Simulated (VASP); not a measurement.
An input for Quantum ESPRESSO's pw.x (written as the equivalent of a VASP run, and not itself run):

```
&CONTROL
  calculation = 'scf'
  pseudo_dir = './pseudo'
  outdir = './out'
  tprnfor = .true.
  tstress = .true.
/
&SYSTEM
  ibrav = 0
  nat = 2
  ntyp = 2
  ecutwfc = 82.3
  occupations = 'smearing'
  smearing = 'gaussian'
  degauss = 0.003675
  input_dft = 'pw91'
/
&ELECTRONS
  conv_thr = 7.3e-09
  electron_maxstep = 100
/
ATOMIC_SPECIES
  Ba 137.327 Ba.upf
  Te 127.600 Te.upf
CELL_PARAMETERS angstrom
     0.0000000    3.5413618    3.5413618
     3.5413618    0.0000000    3.5413618
     3.5413618    3.5413618    0.0000000
ATOMIC_POSITIONS crystal
  Ba   0.0000000  0.0000000  0.0000000
  Te   0.5000000  0.5000000  0.5000000
K_POINTS automatic
  7 7 7 0 0 0
```

Q: Translate this input to VASP (INCAR, KPOINTS, POSCAR, choice of POTCAR).

A: Several could match; the one computed here: 
File POSCAR:
```
BaTe
1
    0.0000000000     3.5413618168     3.5413618168
    3.5413618168     0.0000000000     3.5413618168
    3.5413618168     3.5413618168     0.0000000000
Ba Te
1 1
Direct
  0.0000000000   0.0000000000   0.0000000000
  0.5000000000   0.5000000000   0.5000000000
```

**KPOINTS**
```
Automatic mesh
0
Gamma
7 7 7
0 0 0
```

INCAR:
```
SYSTEM = BaTe
PREC = Accurate
ENCUT = 520
EDIFF = 1E-7
NELM = 100
ALGO = Normal
LREAL = .FALSE.
LASPH = .TRUE.
ISMEAR = 0
SIGMA = 0.05
GGA = 91
LMAXMIX = 4
LWAVE = .FALSE.
LCHARG = .FALSE.
ISIF = 2
```

POTCAR, in this order: Ba_sv Te (PBE.64 set). Program: vasp_std.

The two are equivalent in intent, not identical: the potentials are each code's own (VASP's PAW set, PseudoDojo norm-conserving files in pw.x), so ENCUT and ecutwfc are chosen apart and not converted; conv_thr bounds pw.x's estimated SCF error, while EDIFF bounds the energy change between steps.

The compound is BaTe in the rock salt structure. It was relaxed first.
